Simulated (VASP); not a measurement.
OSZICAR of a VASP run on SnO (litharge):

**OSZICAR**
```
       N       E                     dE             d eps       ncg     rms          rms(c)
DAV:   1     0.417160595632E+03    0.41716E+03   -0.22931E+04  2912   0.295E+03
DAV:   2     0.284917262336E+02   -0.38867E+03   -0.38160E+03  3064   0.620E+02
DAV:   3    -0.249873044148E+02   -0.53479E+02   -0.52927E+02  3416   0.197E+02
DAV:   4    -0.271657195359E+02   -0.21784E+01   -0.21740E+01  3344   0.425E+01
DAV:   5    -0.272187354245E+02   -0.53016E-01   -0.53012E-01  3576   0.693E+00    0.107E+01
DAV:   6    -0.241588791332E+02    0.30599E+01   -0.18952E+01  4880   0.497E+01    0.456E+00
DAV:   7    -0.241530633269E+02    0.58158E-02   -0.17588E+00  3176   0.898E+00    0.246E+00
DAV:   8    -0.241407782719E+02    0.12285E-01   -0.46900E-01  4232   0.501E+00    0.950E-01
DAV:   9    -0.241202022235E+02    0.20576E-01   -0.13707E-01  4528   0.402E+00    0.218E-01
DAV:  10    -0.241216740635E+02   -0.14718E-02   -0.15547E-02  4248   0.130E+00    0.175E-01
DAV:  11    -0.241209371028E+02    0.73696E-03   -0.44292E-03  4512   0.711E-01    0.217E-02
DAV:  12    -0.241209947805E+02   -0.57678E-04   -0.55540E-04  3008   0.150E-01    0.363E-02
DAV:  13    -0.241209797205E+02    0.15060E-04   -0.66778E-05  4464   0.789E-02    0.402E-03
DAV:  14    -0.241209800484E+02   -0.32791E-06   -0.52449E-06  3032   0.151E-02
   1 F= -.22188226E+02 E0= -.22187947E+02  d E =-.221882E+02
```

**Question.** Which electronic solver shows in the log?

**Answer.** It is blocked Davidson (ALGO = Normal, or the opening steps of other solvers). The INCAR had ALGO = Normal.

**Question.** Can the final energy be trusted as converged?

**Answer.** Self-consistency was reached. It stopped with EDIFF = 1E-6, NELM = 100, NSW = 40 and EDIFFG = -0.02 after 1 ionic step (PBEsol GGA, plane waves, VASP's PBE PAW potentials (set 64)). Without a dispersion term in the relaxation, distances and binding between the weakly bound layers, chains or molecules are unreliable, and so is what depends on them.

The compound is SnO in the litharge structure. It was relaxed first under an external pressure of 5 GPa.
